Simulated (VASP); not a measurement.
Input:

```
CELL_PARAMETERS angstrom
      3.98494     0.00000     0.00000
      0.00000     2.86182     2.87661
      0.00000    -2.86182     2.87661
ATOMIC_POSITIONS crystal
  Ba 0.00000 0.00365 0.00365
  Ti 0.50000 0.51894 0.51894
  O  0.50000 0.97806 0.49114
  O  0.50000 0.49114 0.97806
  O  0.00000 0.48809 0.48809
```

All values below come from r2SCAN meta-GGA, VASP's PBE PAW potentials (set 64) (plane waves; VASP). Run with 520 eV cut-off, 6×6×6 Γ-centred mesh, tetrahedra with Blöchl corrections, potentials Ba_sv Ti_sv O.

The cores are frozen, which limits the accuracy of field gradients.

Question: Give the principal components of the electric field gradient (V/Å²) and the asymmetry η at each nucleus.

Answer: 
```json
[
 {"atom": "Ba1", "Vxx": "-5.9", "Vyy": "-0.7", "Vzz": "6.6", "η": "0.79"},
 {"atom": "Ti2", "Vxx": "-9.4", "Vyy": "-2.8", "Vzz": "12.1", "η": "0.54"},
 {"atom": "O3", "Vxx": "-13.0", "Vyy": "-10.6", "Vzz": "23.6", "η": "0.10"},
 {"atom": "O4", "Vxx": "-13.0", "Vyy": "-10.6", "Vzz": "23.6", "η": "0.10"},
 {"atom": "O5", "Vxx": "-15.7", "Vyy": "-15.5", "Vzz": "31.2", "η": "0.01"}
]
```

The structure comes from a computed database's BaTiO3 entry (Amm2); how it stands against other phases isn't given here. It was relaxed first.
